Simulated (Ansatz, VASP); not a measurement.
**Cu in two plane-wave programs**

Wanted: the spread between two codes on one cell, functional and k mesh. The structure shown is the end of the Ansatz relaxation below.

Program: Ansatz 0.2.0. Level of theory: plane waves, with VASP 6.6.1 beside it; single point at PBEsol. Results are calculated unless marked as measured.

**1. The starting structure**

The cell holds 3 atoms: 3 Cu. Its edges and angles: a = 2.470 Å, b = 2.470 Å, c = 32.137 Å, α = 90.0°, β = 90.0°, γ = 120.0°. It derives from Cu. Vacuum lies along c.

**2. Ansatz: relaxation, PBEsol**

Ansatz runs on its PAW soft_1 files.

This run makes the geometry at which the two programs are then compared.

Contents of input.yaml:

```yaml
crystal:
  lattice:
    - [2.4694263414, 0.0, 0.0]
    - [-1.2347131707, 2.1385859444, 0.0]
    - [0.0, 0.0, 32.1369403581]
  atoms:
    - { symbol: Cu, position: [0.0, 0.0, 0.2028081462] }
    - { symbol: Cu, position: [0.3333333333, 0.6666666667, 0.2671142587] }
    - { symbol: Cu, position: [0.6666666667, 0.3333333333, 0.3314203712] }
  periodic: [true, true, false]
kpoints:
  mp_grid: { grid: [18, 18, 1] }
hamiltonian:
  xc: pbesol
  pseudopotentials: { kind: paw, azcp: { folder: soft_1 }, xc_functional: pbe }
scf:
  occupations: { method: methfessel_paxton, width: 0.2 }
output:
  forces: true
  stress: true
  eigenvalues: true
  write_density: true
  write_potential: true
  elf: true
  volumetric_format: npy
relax:
  adjacent_minimum: "off"
  f_tol: 0.001
  max_steps: 60
  cell: { stress_2d_tol: 0.002 }
```

Started as:

```bash
$ ansatz run input.yaml --threads 4 --pin off --max-ram 16384MiB --backend cpu --events-out ev --progress --plain --runs-dir out
```

Numbers of over 12 decimals in the logs are rounded to 6 here.

The log of the run:

```text
Engine: ansatz 0.2.0, aarch64-unknown-linux-gnu
Pseudopotentials: kind: paw
Pseudopotential: Cu, paw, valence charge 19, recommended cutoff 420 eV (normal), soft_1/Cu.paw.azcp
Functional definition: PBEsol
  exchange = pbesol_x
  correlation = pbesol_c
Crystal: 3 atoms, lattice volume = 169.718 Å³
Basis set: ecut = 420 eV, 3209 PW (Γ), exchange–correlation on 36×36×432 points (8 copies of the dense FFT grid, shifted against one another)
Bands: 35, of which v1, the nominal top of the filled ones, is band 29 counted from 1 (28 counted from 0)
Symmetry: 12 space group operations
Space group: P-3m1 (ITA 164), of the structure as read, at distance tolerance 5.5e-5 Å
k-points: 37 of 324
Non-local potential: Cu, projectors of the file, l = 0: 3, l = 1: 2, l = 2: 3, l = 3: 1
PAW form: soft (Blöchl's): semilocal exchange-correlation on the pseudo side does not see the compensation charge
PAW frozen core: Cu, regenerated for the run's functional, and the local potential with it (the file was generated under x = pbe(κ = 0.804, μ = 0.219515), c = pbe(β = 0.066725))
PAW one-centre angular grid: Cu, 590 points (default); XC on 64 Gauss nodes
Initial density: superposition of atomic densities (neutral atoms: chi_scale 0, normalization atom)
Initial wavefunctions: pseudopotential atomic-orbital guess
Functional: x = pbesol(κ = 0.804, μ = 0.123457), c = pbesol(β = 0.046)
SCF iter   1: F=—  HF=-19768.231539 eV  |F-HF|=—  |Δ(HF+E_count)|=         —  Δρ=1.30e-1  dr2=1.70e1  ethr=3.10e-3  ⟨swp⟩=13.4  Hψ=9108  notcnv=0
preconditioner: auto → LDOS  [metal: Δε(μ)=0.067 eV  Ē_g=8.074 eV  σ=0.200 eV  W_gap=0.28  n_scr=22 (ndim 8)  ℏωp=16.4 eV  f_vac=0.758  D(μ)=1.38/eV (n_scr^D=12)  β→1.0]
SCF iter   2: F=—  HF=-19785.594378 eV  |F-HF|=—  |Δ(HF+E_count)|=    1.74e1  S|Δr|=    0.00e0  Δρ=2.52e-1  dr2=5.71e1  ethr=3.10e-3  ⟨swp⟩=4.3  Hψ=4632  notcnv=0  defer=50  recentre
SCF iter   3: F=—  HF=-19765.456009 eV  |F-HF|=—  |Δ(HF+E_count)|=    2.01e1  S|Δr|=    0.00e0  Δρ=3.79e-2  dr2=1.59e0  ethr=3.10e-3  ⟨swp⟩=4.6  Hψ=4248  notcnv=0  defer=56
SCF iter   4: F=—  HF=-19765.237060 eV  |F-HF|=—  |Δ(HF+E_count)|=   2.19e-1  S|Δr|=    0.00e0  Δρ=1.12e-2  dr2=1.32e-1  ethr=2.79e-3  ⟨swp⟩=2.6  Hψ=2600  notcnv=0  defer=56
SCF iter   5: F=—  HF=-19765.208383 eV  |F-HF|=—  |Δ(HF+E_count)|=   2.87e-2  S|Δr|=    0.00e0  Δρ=4.53e-3  dr2=3.31e-2  ethr=2.32e-4  ⟨swp⟩=3.0  Hψ=2843  notcnv=0  defer=56
SCF iter   6: F=—  HF=-19765.209680 eV  |F-HF|=—  |Δ(HF+E_count)|=   1.30e-3  S|Δr|=    0.00e0  Δρ=1.63e-3  dr2=5.51e-3  ethr=5.81e-5  ⟨swp⟩=1.9  Hψ=1679  notcnv=0  defer=56
SCF iter   7: F=—  HF=-19765.210586 eV  |F-HF|=—  |Δ(HF+E_count)|=   9.06e-4  S|Δr|=    0.00e0  Δρ=4.39e-4  dr2=2.68e-4  ethr=9.66e-6  ⟨swp⟩=2.8  Hψ=2157  notcnv=0  defer=56
SCF iter   8: F=—  HF=-19765.210612 eV  |F-HF|=—  |Δ(HF+E_count)|=   2.61e-5  S|Δr|=    0.00e0  Δρ=1.17e-4  dr2=2.01e-5  ethr=4.70e-7  ⟨swp⟩=3.2  Hψ=2558  notcnv=0  defer=56
SCF iter   9: F=—  HF=-19765.210639 eV  |F-HF|=—  |Δ(HF+E_count)|=   2.63e-5  S|Δr|=    0.00e0  Δρ=8.15e-5  dr2=1.13e-5  ethr=3.53e-8  ⟨swp⟩=3.1  Hψ=2508  notcnv=0  defer=56
SCF iter  10: F=—  HF=-19765.210639 eV  |F-HF|=—  |Δ(HF+E_count)|=   6.13e-7  S|Δr|=    0.00e0  Δρ=5.10e-5  dr2=3.45e-6  ethr=1.98e-8  ⟨swp⟩=2.5  Hψ=2003  notcnv=0  defer=56
[...]
SCF 1 converged in 14 iterations: F = -19765.210639 eV  dr2 = 4.96e-11
  greatest PAW one-centre occupation: 1.000 electrons in one spin orbital (limit 2), on the Cu atom at site 2 (counted from 0), in its partial waves of l = 0
[...]
eigensolver tolerance schedule: the retry pair's looser diagonalisation over-reported the residual by 152609.02 of it (diagonalisation noise at an unbounded share of the residual, at the tolerance the schedule requests for it); recorded, not acted on — ethr = c·dr2/N_el stays at c = 1.0e-1
SCF iter   2: F=—  HF=-19765.210649 eV  |F-HF|=—  |Δ(HF+E_count)|=   1.90e-5  S|Δr|=    0.00e0  Δρ=1.68e-5  dr2=2.94e-7  ethr=3.23e-11  ⟨swp⟩=7.2  Hψ=6114  notcnv=0
SCF iter   3: F=—  HF=-19765.210649 eV  |F-HF|=—  |Δ(HF+E_count)|=   4.22e-8  S|Δr|=    0.00e0  Δρ=2.57e-6  dr2=3.71e-9  ethr=3.23e-11  ⟨swp⟩=3.1  Hψ=2768  notcnv=0
SCF iter   4: F=—  HF=-19765.210649 eV  |F-HF|=—  |Δ(HF+E_count)|=   1.23e-9  S|Δr|=    0.00e0  Δρ=1.86e-6  dr2=3.60e-9  ethr=6.51e-12  ⟨swp⟩=2.0  Hψ=1844  notcnv=0
SCF iter   5: F=—  HF=-19765.210649 eV  |F-HF|=—  |Δ(HF+E_count)|=   3.89e-9  S|Δr|=    0.00e0  Δρ=3.73e-6  dr2=1.50e-8  ethr=6.31e-12  ⟨swp⟩=3.0  Hψ=2776  notcnv=0  recentre
SCF iter   6: F=—  HF=-19765.210649 eV  |F-HF|=—  |Δ(HF+E_count)|=   1.94e-9  S|Δr|=    0.00e0  Δρ=3.48e-7  dr2=1.28e-10  ethr=6.31e-12  ⟨swp⟩=3.0  Hψ=2860  notcnv=0
SCF iter   7: F=—  HF=-19765.210649 eV  |F-HF|=—  |Δ(HF+E_count)|=   1.13e-9  S|Δr|=    0.00e0  Δρ=2.45e-7  dr2=8.40e-11  ethr=2.25e-13 (applied; sched 1.00e-12)  ⟨swp⟩=2.7  Hψ=2423  notcnv=0
SCF iter   8: F=—  HF=-19765.210649 eV  |F-HF|=—  |Δ(HF+E_count)|=  9.09e-10  S|Δr|=    0.00e0  Δρ=2.77e-8  dr2=1.80e-12  ethr=1.47e-13 (applied; sched 1.00e-12)  ⟨swp⟩=2.8  Hψ=2305  notcnv=0
SCF iter   9: F=—  HF=-19765.210649 eV  |F-HF|=—  |Δ(HF+E_count)|=  2.00e-10  S|Δr|=    0.00e0  Δρ=3.45e-8  dr2=1.29e-12  ethr=3.17e-15 (applied; sched 1.00e-12)  ⟨swp⟩=3.1  Hψ=3127  notcnv=0  recentre
SCF iter  10: F=—  HF=-19765.210649 eV  |F-HF|=—  |Δ(HF+E_count)|=  1.09e-11  S|Δr|=    0.00e0  Δρ=1.12e-8  dr2=3.33e-13  ethr=2.27e-15 (applied; sched 1.00e-12)  ⟨swp⟩=3.0  Hψ=2720  notcnv=0
SCF iter  11: F=-19765.210649 eV  HF=-19765.210649 eV  |F-HF|=2.33e-10  |Δ(HF+E_count)|=  1.13e-10  S|Δr|=    0.00e0  Δρ=4.72e-9  dr2=2.41e-14  ethr=1.00e-12  ⟨swp⟩=8.8  Hψ=6156  notcnv=0
SCF 6 converged in 11 iterations: F = -19765.210649 eV  dr2 = 2.41e-14
relax step   6: F+E_penalty+E_count = -19765.21064936 eV  Δ(F+E_penalty+E_count) = -1.786e-5 eV  max|allowed force component| = 3.857e-7 eV/Å  Δτ_max = 0.0000 Å  P = -0.000 N/m  Ω = 169.849 Å³  fix = [c, alpha, beta]  reactions: c -0.000 N/m  stress off target by 7.12e-5 N/m on what of the cell is left free  SCF on the basis re-selected at this cell (its energy is not comparable with the rows above)  (11 SCF iters)
basis re-selected at this cell: Δ(F+E_penalty+E_count) = -1.786e-5 eV, ΔP = -0.000 N/m vs the last step (what re-selecting the basis moved, of the pressure what is left beyond the Pulay correction that the steps carried, after the strain that the cell walked since its last selection, with what the two solves' SCF thresholds leave and, on support functions, any second-order correction that the steps lacked; it is no m [...]
WARN: The output density's exchange-correlation potential varies sharply where the density is thin. Do not read a vacuum level from v_tot or v_xc, or from such a field of the output density. On a cell that repeats whose density bears no net charge and no dipole along the vacuum's axis use v_es (v_loc + v_h of the components); under efield.dipole_correction with no amplitude use v_es + v_field, which holds any externa [...]
SCF converged after 11 iterations
Stability not checked: this state was not tested for a lower state beside it, because cold or Methfessel-Paxton smearing, or corrected tetrahedra, fill the levels in a way that the test cannot read (fill_not_monotonic; see scf.lower_state_search)
Free energy (F): -19765.210649 eV
Harris-Foulkes:  -19765.210649 eV  (|F-HF|=2.33e-10)
Internal energy: -19765.200276 eV  (E = F + TS)
E sigma→0 (E₀):  -19765.208056 eV
Entropy (-TS):   -0.010373 eV (-3.458 meV/atom)
Fermi energy:    -4.986061 eV
--- Per-component energies (eV) ---
  E_band       = -2316.075608
  E_kinetic    = 788.409398
  E_local      = -350168.372866  (includes V_loc(G=0)·N_el)
  E_nonlocal   = 2676.139873
  E_hartree    = 173438.899775
  E_xc         = -205.448362
  E_vxc        = -266.235152  (∫ρ·V_xc dr)
  E_paw        = -5338.309543  (= ΣΔE_a)
  E_vpaw       = -2223.819341  (= ΣTr[D̂ρ^β])
  E_aug_tail   = 0.002986  (compensation charges beyond the density's cutoff)
  E_ewald      = 159042.859855
  E_core_change = 0.618608  (= ΣΔE_core)
  E_smearing   = -0.010373  (= −TS)
  E_closure    = 0.000000  (closes the sum)
  Σ components = -19765.210649   (vs F -19765.210649, Δ=0.00e0)
--- Forces (eV/Å), atoms counted from 1 ---
  atom   1  Cu     0.00000000     0.00000000     0.00000039
  atom   2  Cu     0.00000000     0.00000000     0.00000000
  atom   3  Cu    -0.00000000    -0.00000000    -0.00000039
  max |Σ_I F_I| component: 0.00e0 eV/Å
--- 2D stress c σ (N/m, compression-positive) ---
       -0.000071      -0.000000       0.000000
       -0.000000      -0.000071       0.000000
        0.000000       0.000000      -0.000000
  P = ½ c Tr σ = -0.0001 N/m
--- Band table (eV; the first three rows and the last of 37) ---
  k-point 0: bands = [... 25 lower, -6.8811, -6.8811, -6.7304, -6.6674, -6.6674, -5.4158, -0.5455 (-0.5488°), -0.1759 (-0.2002°), ... 2 higher]
  k-point 1: bands = [... 25 lower, -7.1034, -6.8839, -6.8389, -6.6675, -6.4401, -5.1174, -0.4576 (-0.4607°), -0.0729 (-0.0974°), ... 2 higher]
  k-point 2: bands = [... 25 lower, -7.2496, -7.0437, -6.8945, -6.6675, -6.0404, -4.4613, -0.1942 (-0.1967°), 0.2358 (0.2107°), ... 2 higher]
  k-point 36: bands = [... 25 lower, -6.8054, -6.7705, -0.9842, -0.9842, -0.4733, 0.0683, 1.5342, 1.5342, ... 2 higher]
  ° read free of the cell's end (the report's vacuum.weakly_bound_levels)
--- Relaxed structure (5 steps of the walk, 5 accepted, 1 SCFs on fresh bases) ---
  F+E_penalty+E_count = -19765.21064936 eV   max|allowed force component| = 3.857e-7 eV/Å   (the final SCF, on the basis selected at the relaxed cell)
  cell:  # Å, volume = 169.8491 Å³
    - [2.470381, 0.0, 0]
    - [-1.235191, 2.139413, 0]
    - [0, 0, 32.1369403581]
  atoms:
    - { symbol: Cu, position: [0, 0, 0.202844] }
    - { symbol: Cu, position: [0.333333, 0.666667, 0.2671142587] }
    - { symbol: Cu, position: [0.666667, 0.333333, 0.331385] }
```

**3. VASP: single point, PBEsol**

The same cell, functional, mesh and smearing now go to VASP, with its own data sets.

Lines of VASP's logs that name or quote its potential files are left out, and so is its time.

Contents of INCAR:

```
SYSTEM = Cu
PREC = Accurate
ENCUT = 520
EDIFF = 1E-06
NELM = 120
ISMEAR = 1
SIGMA = 0.2
LREAL = .FALSE.
ALGO = Normal
GGA = PS
NBANDS = 22
LASPH = .TRUE.
LORBIT = 11
LWAVE = .FALSE.
LCHARG = .FALSE.
ISIF = 2
LDIPOL = .TRUE.
IDIPOL = 3
DIPOL = 0.5 0.5 0.267
LVHAR = .TRUE.
GGA_COMPAT = .FALSE.
NELMDL = -8
```

Contents of POSCAR:

```
Cu
1.0
    2.4703812853      0.0000000000      0.0000000000
   -1.2351906426      2.1394129501      0.0000000000
    0.0000000000      0.0000000000     32.1369403581
Cu
3
Direct
    0.0000000000      0.0000000000      0.2028439892
    0.3333333333      0.6666666667      0.2671142587
    0.6666666667      0.3333333333      0.3313845282
```

Contents of KPOINTS:

```
Automatic mesh
0
Gamma
18 18 1
0 0 0
```

Potentials, in the order of the species: Cu (PBE family, release 64).

Started as:

```bash
$ mpirun -np 1 vasp_std
```

The log of the run:

```text
[banner, memory and clock lines left out]
running    1 mpi-ranks, on    1 nodes
 distrk:  each k-point on    1 cores,    1 groups
 distr:  one band on    1 cores,    1 groups

 POSCAR found type information on POSCAR Cu
 POSCAR found :  1 types and       3 ions
|                                                                             |
|               ----> ADVICE to this user running VASP <----                  |
|                                                                             |
|     You enforced a specific xc type in the INCAR file but a different       |
|     [... a line on the potential file left out ...]
|     I HOPE YOU KNOW WHAT YOU ARE DOING!                                     |
|                                                                             |

 LDA part: xc-table for (Slater+PW92), standard interpolation
 POSCAR, INCAR and KPOINTS ok, starting setup
 FFT: planning ... GRIDC
 FFT: planning ... GRID_SOFT
 FFT: planning ... GRID
 WAVECAR not read
 entering main loop
       N       E                     dE             d eps       ncg     rms          rms(c)
DAV:   1     0.255833826718E+03    0.25583E+03   -0.13134E+04  1628   0.148E+03
DAV:   2    -0.120966878153E+01   -0.25704E+03   -0.24655E+03  1646   0.328E+02
DAV:   3    -0.142523942160E+02   -0.13043E+02   -0.12392E+02  1898   0.115E+02
DAV:   4    -0.148207531264E+02   -0.56836E+00   -0.56506E+00  1904   0.263E+01
DAV:   5    -0.148357003517E+02   -0.14947E-01   -0.14938E-01  2128   0.372E+00
DAV:   6    -0.148363077381E+02   -0.60739E-03   -0.60738E-03  2176   0.631E-01
DAV:   7    -0.148363303823E+02   -0.22644E-04   -0.22644E-04  2362   0.111E-01
DAV:   8    -0.148363310298E+02   -0.64749E-06   -0.64756E-06  1674   0.147E-02    0.144E+01
DAV:   9    -0.133666650466E+02    0.14697E+01   -0.33321E+01  1908   0.132E+02    0.801E+00
DAV:  10    -0.118416764234E+02    0.15250E+01   -0.66827E+00  1964   0.603E+01    0.794E-01
DAV:  11    -0.118444046899E+02   -0.27283E-02   -0.41359E-01  1974   0.181E+01    0.120E+00
DAV:  12    -0.118286071397E+02    0.15798E-01   -0.10330E-01  2098   0.172E+01    0.854E-01
DAV:  13    -0.118173396185E+02    0.11268E-01   -0.37719E-02  2202   0.631E+00    0.965E-02
DAV:  14    -0.118172348059E+02    0.10481E-03   -0.45823E-03  2858   0.157E+00    0.626E-02
DAV:  15    -0.118170893980E+02    0.14541E-03   -0.71107E-04  2408   0.117E+00    0.219E-02
DAV:  16    -0.118170396804E+02    0.49718E-04   -0.15714E-04  2154   0.158E-01    0.140E-02
DAV:  17    -0.118170583933E+02   -0.18713E-04   -0.69239E-05  2226   0.306E-01    0.134E-02
DAV:  18    -0.118171323486E+02   -0.73955E-04   -0.25646E-05  2462   0.224E-01    0.411E-03
DAV:  19    -0.118172477918E+02   -0.11544E-03   -0.12848E-05  1624   0.237E-02    0.302E-03
DAV:  20    -0.118172676385E+02   -0.19847E-04   -0.12962E-06  1370   0.341E-02    0.175E-03
DAV:  21    -0.118172853652E+02   -0.17727E-04   -0.97591E-07  1182   0.117E-02    0.601E-04
DAV:  22    -0.118172910833E+02   -0.57181E-05   -0.22378E-07  1224   0.651E-03    0.678E-04
DAV:  23    -0.118172940371E+02   -0.29538E-05   -0.16619E-07  1090   0.108E-02    0.364E-04
DAV:  24    -0.118172946179E+02   -0.58074E-06   -0.38210E-08  1276   0.275E-03
   1 F= -.11817295E+02 E0= -.11813614E+02  d E =-.110413E-01
```

Parts of OUTCAR (step 3):

```text
ion  position               nearest neighbor table
   1  0.000  0.000  0.203-   2 2.51   2 2.51   2 2.51
   2  0.333  0.667  0.267-   1 2.51   3 2.51   3 2.51   1 2.51   1 2.51   3 2.51
   3  0.667  0.333  0.331-   2 2.51   2 2.51   2 2.51

  LATTYP: Found a hexagonal cell.
 ALAT       =     2.4703812853
 C/A-ratio  =    13.0088988891

 Subroutine GETGRP returns: Found 12 space group operations
 (whereof  6 operations were pure point group operations)

The static configuration has the point symmetry C_3v.
 The point group associated with its full space group is D_3d.

 Found     37 irreducible k-points:

   k-points           NKPTS =     37   k-points in BZ     NKDIM =     37   number of bands    NBANDS=     22

   dimension x,y,z NGX =    18 NGY =   18 NGZ =  240
   dimension x,y,z NGXF=    36 NGYF=   36 NGZF=  480

   ENCUT  =  520.0 eV  38.22 Ry    6.18 a.u.   4.59  4.59 59.75*2*pi/ulx,y,z

   NELECT =      33.0000    total number of electrons

 k-points in reciprocal lattice and weights: Automatic mesh
   0.00000000  0.00000000  0.00000000       0.003
   0.05555556  0.00000000  0.00000000       0.019
   0.11111111  0.00000000  0.00000000       0.019
   0.16666667  0.00000000  0.00000000       0.019
   0.22222222  0.00000000  0.00000000       0.019
   0.27777778  0.00000000  0.00000000       0.019
   0.33333333  0.00000000  0.00000000       0.019
   0.38888889  0.00000000  0.00000000       0.019
   0.44444444  0.00000000  0.00000000       0.019
[...]
0.33333333  0.27777778  0.00000000       0.037
   0.33333333  0.33333333  0.00000000       0.006

 dipolmoment           0.000000      0.000000      0.000007 electrons x Angstroem

 average (electrostatic) potential at core
       1 -73.2898       2 -73.5643       3 -73.2897

 E-fermi :  -2.3372

 k-point     1 :       0.0000    0.0000    0.0000
  band No.  band energies     occupation
    ...
     15      -4.2696      2.00000
     16      -4.0817      2.00000
     17      -4.0578      2.00000
     18      -4.0578      2.00000
     19      -2.7470      2.01360
     20       2.0748      0.00000
     21       2.4142      0.00000
     22       2.6507      0.00000

 k-point     2 :       0.0556    0.0000    0.0000
  band No.  band energies     occupation
    ...
     15      -4.2723      2.00000
     16      -4.2218      2.00000
     17      -4.0578      2.00000
     18      -3.8042      2.00000
     19      -2.4561      1.83508
     20       2.1634      0.00000
     21       2.5169      0.00000
     22       2.7503      0.00000

 k-point     3 :       0.1111    0.0000    0.0000
  band No.  band energies     occupation
    ...
     14      -4.6290      2.00000
     15      -4.4219      2.00000
     16      -4.2827      2.00000
     17      -4.0579      2.00000
     18      -3.4045      2.00000
     19      -1.8069     -0.00115
     20       2.4287      0.00000
     21       2.8251      0.00000
     22       3.0497      0.00000

  Total        0.1996637      0.1996637      0.0837295      0.0000000      0.0000000      0.0000000
  in kB        1.8834173      1.8834173      0.7898157      0.0000000      0.0000000      0.0000000
  external PRESSURE =       1.5188835 kB  Pullay stress =       0.0000000 kB

  energy-cutoff  :      520.00
  volume of cell :      169.85
      direct lattice vectors                 reciprocal lattice vectors
     2.470381285  0.000000000  0.000000000     0.404795813  0.233708971  0.000000000
    -1.235190643  2.139412950  0.000000000     0.000000000  0.467417943  0.000000000
     0.000000000  0.000000000 32.136940358     0.000000000  0.000000000  0.031116839

 POSITION                                       TOTAL-FORCE (eV/Angst)
 -----------------------------------------------------------------------------------
      0.00000      0.00000      6.51879        -0.000000      0.000000     -0.025456
     -0.00000      1.42628      8.58424         0.000000     -0.000000      0.000000
      1.23519      0.71314     10.64968         0.000000      0.000000      0.025456
 -----------------------------------------------------------------------------------
    total drift:                                0.000001      0.000001      0.001705

  FREE ENERGIE OF THE ION-ELECTRON SYSTEM (eV)
  ---------------------------------------------------
  free  energy   TOTEN  =       -11.8172946179 eV

  energy  without entropy=      -11.8062533517  energy(sigma->0) =      -11.81361420

 vacuum level on the upper side and lower side of the slab         2.623         2.623

 total charge
# of ion       s       p       d       tot
------------------------------------------
    1        0.479   0.348   9.180  10.007
    2        0.472   0.435   9.186  10.093
    3        0.479   0.348   9.180  10.007
--------------------------------------------------
tot          1.431   1.131  27.545  30.108

[... 3 further parts left out ...]
```

The run ends at a pressure of 0.15 GPa, with forces up to 0.025 eV/Å.

**4. Side by side**

Known differences besides the potentials themselves: Ansatz cuts the interaction across the vacuum, VASP repeats the sheet with a dipole correction; the data sets hold 57 valence electrons in Ansatz (on its PAW soft_1 files) and 33 in VASP; the cutoff is 420 eV in Ansatz and 520 eV in VASP; Ansatz makes its cores anew for this functional, VASP keeps those of its PBE data sets. Total energies have different zeros and are not compared.

At this near-relaxed geometry the largest component of a force difference is 25 meV/Å. With vacuum in the cell, a pressure given here is an average over mostly empty space and none of the material.

**5. Summary of results**

| Quantity | Value |
| --- | --- |
| r.m.s. force difference (single point, PBEsol) | 12 meV/Å |

In words: The r.m.s. force difference is 12 meV/Å (single point, PBEsol), at about the 12 meV/Å picked in this series as the mark of a large difference. The data sets hold unlike numbers of valence electrons (57 in Ansatz and 33 in VASP), so part of the differences comes from the potentials. Such differences can come from data sets, numerical settings and the points named under the comparisons, not from the functional's error against experiment.

[Lines on the potential files, build, host, timing and source positions are cut from VASP's logs without a mark.]

[Logs are printed without paths, hosts, clocks, repeated set-up lines and the standing remarks that a program may print on its own settings, such as how far it seeks lower states.]

[Hosts, paths, dates, database ids (printed as entryN), source tags and the programs' standing remarks are cut or masked in the printed files.]
